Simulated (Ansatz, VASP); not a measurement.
# ZnGeAs2 in two plane-wave programs

Aim: how closely do two programs agree when they are given the same cell, functional and k mesh?

Method: plane waves, with VASP 6.6.1 beside it; relaxation of cell and atoms at PBEsol, in Ansatz 0.2.0.

The database entry behind the starting cell differs from later determinations by our own check (old inner coordinate), so it need not match the best structure at ambient conditions.

## Step 1: The structure

Symmetry: I-42d, No. 122, tetragonal system. The conventional cell has a = 5.670 Å, b = 5.670 Å, c = 11.150 Å, α = 90.00°, β = 90.00°, γ = 90.00°. Nearest to As lie 2 Ge at 2.40 Å and 2 Zn at 2.49 Å. Nearest to Ge lie 4 As at 2.40 Å. Zn has 4 As at 2.49 Å nearest. Farther neighbours are not listed.

## Step 2: VASP: relaxation of cell and atoms, PBEsol

The relaxed volume is the usual yardstick between codes: its relative difference is about their pressure difference at one cell divided by the bulk modulus.

Lines of VASP's logs that name or quote its potential files are left out, and so is its time.

File INCAR:

```
SYSTEM = ZnGeAs2
PREC = Accurate
ENCUT = 360
EDIFF = 1E-06
NELM = 120
ISMEAR = 0
SIGMA = 0.05
LREAL = .FALSE.
ALGO = Normal
GGA = PS
NBANDS = 34
LORBIT = 11
LWAVE = .FALSE.
LCHARG = .FALSE.
KPAR = 4
IBRION = 2
NSW = 40
ISIF = 3
EDIFFG = -0.02
POTIM = 0.4
```

File POSCAR:

```
ZnGeAs2
1.0
   -2.8350000000      2.8350000000      5.5750000000
    2.8350000000     -2.8350000000      5.5750000000
    2.8350000000      2.8350000000     -5.5750000000
As Ge Zn
4 2 2
Direct
    0.1390000000      0.6250000000      0.0140000000
    0.8750000000      0.8610000000      0.4860000000
    0.6110000000      0.1250000000      0.9860000000
    0.3750000000      0.3890000000      0.5140000000
    0.2500000000      0.7500000000      0.5000000000
    0.5000000000      0.5000000000      0.0000000000
    0.7500000000      0.2500000000      0.5000000000
    0.0000000000      0.0000000000      0.0000000000
```

File KPOINTS:

```
Automatic mesh
0
Gamma
5 5 5
0 0 0
```

Potentials, in the order of the species: As, Ge and Zn (PBE family, release 64).

On the command line:

```
$ mpirun -np 4 vasp_std
```

Numbers of over 12 decimals in the logs are rounded to 6 here.

The log of the run:

```text
[banner, memory and clock lines left out]
running    4 mpi-ranks, on    1 nodes
 distrk:  each k-point on    1 cores,    4 groups
 distr:  one band on    1 cores,    1 groups

 POSCAR found type information on POSCAR AsGeZn
 POSCAR found :  3 types and       8 ions
|                                                                             |
|               ----> ADVICE to this user running VASP <----                  |
|                                                                             |
|     You enforced a specific xc type in the INCAR file but a different       |
|     [... a line on the potential file left out ...]
|     I HOPE YOU KNOW WHAT YOU ARE DOING!                                     |
|                                                                             |

 LDA part: xc-table for (Slater+PW92), standard interpolation
 POSCAR, INCAR and KPOINTS ok, starting setup
 FFT: planning ... GRIDC
 FFT: planning ... GRID_SOFT
 FFT: planning ... GRID
 WAVECAR not read
 entering main loop
       N       E                     dE             d eps       ncg     rms          rms(c)
DAV:   1     0.265311893128E+03    0.26531E+03   -0.17970E+04  1224   0.114E+03
DAV:   2    -0.859744024732E+01   -0.27391E+03   -0.26404E+03  1322   0.272E+02
DAV:   3    -0.345526196211E+02   -0.25955E+02   -0.25710E+02  1494   0.909E+01
DAV:   4    -0.351352882222E+02   -0.58267E+00   -0.58078E+00  1422   0.137E+01
DAV:   5    -0.351423898572E+02   -0.71016E-02   -0.70967E-02  1524   0.145E+00    0.737E+00
DAV:   6    -0.343281196016E+02    0.81427E+00   -0.25098E+00  1600   0.346E+01    0.525E+00
DAV:   7    -0.342473052857E+02    0.80814E-01   -0.10887E+00  1308   0.687E+00    0.212E+00
DAV:   8    -0.342327484821E+02    0.14557E-01   -0.32929E-02  1542   0.105E+00    0.599E-01
DAV:   9    -0.342309075741E+02    0.18409E-02   -0.79131E-03  1590   0.118E+00    0.972E-02
DAV:  10    -0.342308928576E+02    0.14717E-04   -0.17059E-03  1774   0.511E-01    0.501E-02
DAV:  11    -0.342309661285E+02   -0.73271E-04   -0.25984E-04  1424   0.993E-02    0.221E-02
DAV:  12    -0.342309791964E+02   -0.13068E-04   -0.21523E-05  1452   0.432E-02    0.629E-03
DAV:  13    -0.342309807491E+02   -0.15527E-05   -0.78399E-06  1358   0.123E-02    0.333E-03
DAV:  14    -0.342309805548E+02    0.19430E-06   -0.12348E-06   756   0.129E-02
   1 F= -.34230981E+02 E0= -.34230980E+02  d E =-.342310E+02
[...]
2 F= -.34342627E+02 E0= -.34342564E+02  d E =-.111646E+00
[...]
3 F= -.34370893E+02 E0= -.34370671E+02  d E =-.139913E+00
[...]
4 F= -.34402696E+02 E0= -.34402606E+02  d E =-.318022E-01
[...]
5 F= -.34402933E+02 E0= -.34402858E+02  d E =-.320398E-01
[...]
6 F= -.34402943E+02 E0= -.34402871E+02  d E =-.320493E-01
[...]
7 F= -.34403618E+02 E0= -.34403555E+02  d E =-.675154E-03
 trial-energy change:   -0.000675  1 .order   -0.000673   -0.000815   -0.000531
 step:   3.4003(harm=  3.4003)  dis= 0.00176  next Energy=   -34.404110 (dE=-0.117E-02)
 bond charge predicted
       N       E                     dE             d eps       ncg     rms          rms(c)
DAV:   1    -0.344063036219E+02   -0.26857E-02   -0.92826E-02  1264   0.167E+00    0.368E-01
DAV:   2    -0.344049850983E+02    0.13185E-02   -0.32657E-03  1538   0.687E-01    0.222E-01
DAV:   3    -0.344041204032E+02    0.86470E-03   -0.62303E-04  1718   0.383E-01    0.183E-02
DAV:   4    -0.344041421917E+02   -0.21788E-04   -0.23985E-04  1366   0.104E-01    0.126E-02
DAV:   5    -0.344041417878E+02    0.40387E-06   -0.39722E-06  1284   0.174E-02
   8 F= -.34404142E+02 E0= -.34404094E+02  d E =-.119912E-02
 curvature:  -1.78 expect dE=-0.931E-05 dE for cont linesearch -0.382E-07
 trial: gam=-0.01810 g(F)=  0.374E-05 g(S)=  0.150E-05 ort = 0.393E-05 (trialstep = 0.163E+01)
 search vector abs. value=  0.533E-05
 reached required accuracy - stopping structural energy minimisation
```

From OUTCAR (step 2):

```text
ion  position               nearest neighbor table
   1  0.139  0.625  0.014-   5 2.40   6 2.40   8 2.49   7 2.49
   2  0.875  0.861  0.486-   5 2.40   6 2.40   8 2.49   7 2.49
   3  0.611  0.125  0.986-   5 2.40   6 2.40   7 2.49   8 2.49
   4  0.375  0.389  0.514-   6 2.40   5 2.40   7 2.49   8 2.49
   5  0.250  0.750  0.500-   1 2.40   2 2.40   3 2.40   4 2.40
   6  0.500  0.500  0.000-   4 2.40   2 2.40   3 2.40   1 2.40
   7  0.750  0.250  0.500-   1 2.49   2 2.49   4 2.49   3 2.49
   8  0.000  0.000  0.000-   4 2.49   1 2.49   3 2.49   2 2.49

  LATTYP: Found a body centered tetragonal cell.
 ALAT       =     5.6700000000
 C/A-ratio  =     1.9664902998

 Subroutine GETGRP returns: Found  8 space group operations
 (whereof  4 operations were pure point group operations)

The static configuration has the point symmetry S_4 .
 The point group associated with its full space group is D_2d.

 Found     18 irreducible k-points:

   k-points           NKPTS =     18   k-points in BZ     NKDIM =     18   number of bands    NBANDS=     34

   dimension x,y,z NGX =    42 NGY =   42 NGZ =   42
   dimension x,y,z NGXF=    84 NGYF=   84 NGZF=   84

   ENCUT  =  360.0 eV  26.46 Ry    5.14 a.u.  10.62 10.62 10.62*2*pi/ulx,y,z

   NELECT =      52.0000    total number of electrons

 k-points in reciprocal lattice and weights: Automatic mesh
   0.00000000  0.00000000  0.00000000       0.008
   0.20000000  0.00000000 -0.00000000       0.064
   0.40000000 -0.00000000  0.00000000       0.064
   0.20000000  0.20000000 -0.00000000       0.064
   0.40000000  0.20000000 -0.00000000       0.128
  -0.40000000  0.20000000  0.00000000       0.128
  -0.20000000  0.20000000  0.00000000       0.032
   0.40000000  0.40000000  0.00000000       0.064
  -0.40000000  0.40000000  0.00000000       0.032
[...]
-0.40000000  0.40000000  0.40000000       0.032
  -0.40000000 -0.40000000  0.40000000       0.016

 average (electrostatic) potential at core
       1 -51.1522       2 -51.1522       3 -51.1522       4 -51.1522       5 -33.6793
       6 -33.6793       7 -35.9914       8 -35.9914

 E-fermi :   3.2316

 k-point     1 :       0.0000    0.0000    0.0000
  band No.  band energies     occupation
    ...
     22       0.5311      2.00000
     23       0.5311      2.00000
     24       3.0930      1.99991
     25       3.0930      1.99991
     26       3.1693      1.92204
     27       3.2939      0.07814
     28       4.2674      0.00000
     29       4.4671      0.00000
     30       6.0267      0.00000
     31       6.0267      0.00000
    ...

 k-point     2 :       0.2000    0.0000   -0.0000
  band No.  band energies     occupation
    ...
     22       0.5322      2.00000
     23       0.6940      2.00000
     24       1.2925      2.00000
     25       2.4887      2.00000
     26       2.8666      2.00000
     27       4.6190      0.00000
     28       4.9680      0.00000
     29       5.0424      0.00000
     30       5.6899      0.00000
     31       5.9065      0.00000
    ...

 k-point     3 :       0.4000   -0.0000    0.0000
  band No.  band energies     occupation
    ...
     22       0.2039      2.00000
     23       0.7648      2.00000
     24       1.2786      2.00000
     25       1.5539      2.00000
     26       2.2926      2.00000
     27       4.9196      0.00000
     28       5.2055      0.00000
     29       5.6350      0.00000
     30       6.4010      0.00000
     31       6.6644      0.00000
    ...

  Total        0.0063650      0.0063650      0.0151616      0.0000000      0.0000000      0.0000000
  in kB        0.0566873      0.0566873      0.1350311      0.0000000      0.0000000      0.0000000
  external PRESSURE =       0.0828019 kB  Pullay stress =       0.0000000 kB

  energy-cutoff  :      360.00
  volume of cell :      179.90
      direct lattice vectors                 reciprocal lattice vectors
    -2.832327259  2.832327259  5.606299709     0.000000000  0.176533273  0.089185385
     2.832327259 -2.832327259  5.606299709     0.176533273  0.000000000  0.089185385
     2.832327259  2.832327259 -5.606299709     0.176533273  0.176533273  0.000000000

 POSITION                                       TOTAL-FORCE (eV/Angst)
 -----------------------------------------------------------------------------------
      4.24849      1.40354     -1.40157        -0.000000      0.004921      0.000000
      1.42879      1.41616      7.00787        -0.004921      0.000000     -0.000000
     -1.41616      1.42879      4.20472        -0.000000     -0.004921     -0.000000
      1.40354      1.41616      1.40157         0.004921      0.000000      0.000000
      2.83233     -0.00000      2.80315        -0.000000      0.000000      0.000000
      2.83233      2.83233      0.00000         0.000000      0.000000     -0.000000
     -0.00000      2.83233      2.80315        -0.000000      0.000000      0.000000
      2.83233      2.83233      5.60630         0.000000      0.000000     -0.000000
 -----------------------------------------------------------------------------------
    total drift:                                0.000003      0.000003     -0.000013

  FREE ENERGIE OF THE ION-ELECTRON SYSTEM (eV)
  ---------------------------------------------------
  free  energy   TOTEN  =       -34.4041417878 eV

  energy  without entropy=      -34.4040460240  energy(sigma->0) =      -34.40409391

 reached required accuracy - stopping structural energy minimisation

 total charge
# of ion       s       p       d       tot
------------------------------------------
    1        1.228   1.544   0.036   2.807
    2        1.228   1.544   0.036   2.807
    3        1.228   1.544   0.036   2.807
    4        1.228   1.544   0.036   2.807
    5        1.131   1.162   0.085   2.378
    6        1.131   1.162   0.085   2.378
    7        0.590   0.522   9.742  10.855
    8        0.590   0.522   9.742  10.855
--------------------------------------------------
tot          8.355   9.541  19.798  37.694

[... 3 further parts left out ...]
```

CONTCAR:

```
ZnGeAs2
   1.00000000000000
    -2.8323272586841512    2.8323272586841512    5.6062997089145554
     2.8323272586841512   -2.8323272586841512    5.6062997089145554
     2.8323272586841512    2.8323272586841512   -5.6062997089145554
  As              Ge              Zn
     4     2     2
Direct
     0.1227707442294343    0.6250000000000000    0.9977707442294343
     0.8750000000000000    0.8772292557705657    0.5022292557705658
     0.6272292557705657    0.1250000000000000    0.0022292557705657
     0.3750000000000000    0.3727707442294342    0.4977707442294343
     0.2500000000000000    0.7500000000000000    0.5000000000000000
     0.5000000000000000    0.5000000000000000    1.0000000000000000
     0.7500000000000000    0.2500000000000000    0.5000000000000000
     1.0000000000000000    1.0000000000000000    1.0000000000000000
```

The data set Ge keeps the semicore shell frozen, which is cheaper and a little less accurate.

(Part 1 of 2 ends here.)

[Lines on the potential files, build, host, timing and source positions are cut from VASP's logs without a mark.]

[Logs are printed without paths, hosts, clocks, repeated set-up lines and the standing remarks that a program may print on its own settings, such as how far it seeks lower states.]

[Hosts, paths, dates, database ids (printed as entryN), source tags and the programs' standing remarks are cut or masked in the printed files.]
